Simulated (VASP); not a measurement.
OSZICAR of a VASP run on ZnS (zinc blende):

### OSZICAR
```
       N       E                     dE             d eps       ncg     rms          rms(c)
DAV:   1     0.968879759695E+02    0.96888E+02   -0.76197E+03  2244   0.143E+03
DAV:   2    -0.112035873152E+02   -0.10809E+03   -0.10315E+03  2338   0.317E+02
DAV:   3    -0.217064444971E+02   -0.10503E+02   -0.10413E+02  2624   0.104E+02
DAV:   4    -0.219328840781E+02   -0.22644E+00   -0.22604E+00  2586   0.154E+01
DAV:   5    -0.219361654575E+02   -0.32814E-02   -0.32806E-02  2616   0.182E+00    0.752E+00
DAV:   6    -0.188334961235E+02    0.31027E+01   -0.19212E+00  2568   0.489E+01    0.686E+00
DAV:   7    -0.187341546782E+02    0.99341E-01   -0.79630E-01  2826   0.170E+01    0.348E+00
DAV:   8    -0.188422384214E+02   -0.10808E+00   -0.13442E-01  2270   0.525E+00    0.167E+00
DAV:   9    -0.187779534406E+02    0.64285E-01   -0.11561E-01  2246   0.425E+00    0.474E-01
DAV:  10    -0.188474149215E+02   -0.69461E-01   -0.40936E-02  2260   0.236E+00    0.218E-01
DAV:  11    -0.188645744330E+02   -0.17160E-01   -0.53218E-03  2274   0.882E-01    0.813E-02
DAV:  12    -0.188603073408E+02    0.42671E-02   -0.20813E-03  2302   0.604E-01    0.909E-02
DAV:  13    -0.188646628922E+02   -0.43556E-02   -0.12921E-03  2272   0.466E-01    0.272E-02
DAV:  14    -0.188646986589E+02   -0.35767E-04   -0.63712E-05  2546   0.850E-02    0.720E-03
DAV:  15    -0.188646995664E+02   -0.90747E-06   -0.94135E-07  2068   0.153E-02
   1 F= -.18864700E+02 E0= -.18864700E+02  d E =-.358520E-13  mag=     0.0000     0.0000     0.0000
       N       E                     dE             ncg
       N       E                     dE             ncg
```

Question: Which electronic solver shows in the log?

Answer: It is blocked Davidson (ALGO = Normal, or the opening steps of other solvers). The INCAR had ALGO = Normal.

Question: How was spin treated?

Answer: With non-collinear spinors: mag has three components.

Question: Can the final energy be trusted as converged?

Answer: Self-consistency was reached. It stopped with EDIFF = 1E-6, NELM = 100 (r2SCAN meta-GGA with spin-orbit coupling, plane waves, VASP's PBE PAW potentials (set 64)).

The compound is ZnS in the zinc blende structure. It was relaxed first.
